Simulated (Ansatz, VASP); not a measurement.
**GaMo in VASP and in Ansatz**

Contents of INCAR:

```
ALGO = Fast
EDIFF = 1E-6
ENCUT = 520
GGA = PE
ISIF = 2
ISMEAR = 0
LASPH = T
LCHARG = F
LREAL = F
LWAVE = F
NBANDS = 20
NELM = 80
PREC = Accurate
SIGMA = 0.1
```

KPOINTS

```
k-points
0
Gamma
  6 6 6
```

Contents of POSCAR:

```
GaMo
1.0
    3.2129698922      0.0000000000      0.0000000000
    0.0000000000      3.2129698922      0.0000000000
    0.0000000000      0.0000000000      3.2129698922
Ga Mo
1 1
Direct
    0.0000000000      0.0000000000      0.0000000000
    0.5000000000      0.5000000000      0.5000000000
```

Input for Ansatz:

```yaml
crystal:
  lattice:
    - [3.2129698922, 0.0, 0.0]
    - [0.0, 3.2129698922, 0.0]
    - [0.0, 0.0, 3.2129698922]
  atoms:
    - { symbol: Ga, position: [0.0, 0.0, 0.0] }
    - { symbol: Mo, position: [0.5, 0.5, 0.5] }
basis:
  ecutwfc: 420
kpoints:
  mp_grid: { grid: [6, 6, 6] }
hamiltonian:
  xc: pbe
scf:
  occupations: { method: gaussian, width: 0.1 }
  lower_state_search: "off"
output:
  forces: true
  stress: true
  eigenvalues: true
```

Alike in both runs: task single point; functional PBE; k mesh 6 × 6 × 6; occupations gaussian, width 0.1 eV; no spin polarisation.

```csv
,VASP,Ansatz
version,VASP 6.6.1,Ansatz 0.2.0
potentials or method,"VASP PAW PBE potentials, release 64 (Ga_d, Mo_sv)","scalar-relativistic, plane waves, PAW"
plane-wave cutoff (eV),520,420
valence electrons in the cell,27,27
```

|  | VASP | Ansatz | Ansatz less VASP |
| --- | --- | --- | --- |
| gap on the k mesh at the Fermi level (eV) | none | none | - |
| pressure (GPa) | -12.0 | -12.3 | -0.36 |

A gap of «none» marks a metal or a gap that the smearing closes. The functional is the same, so the differences come from potentials, cutoffs and numerics.
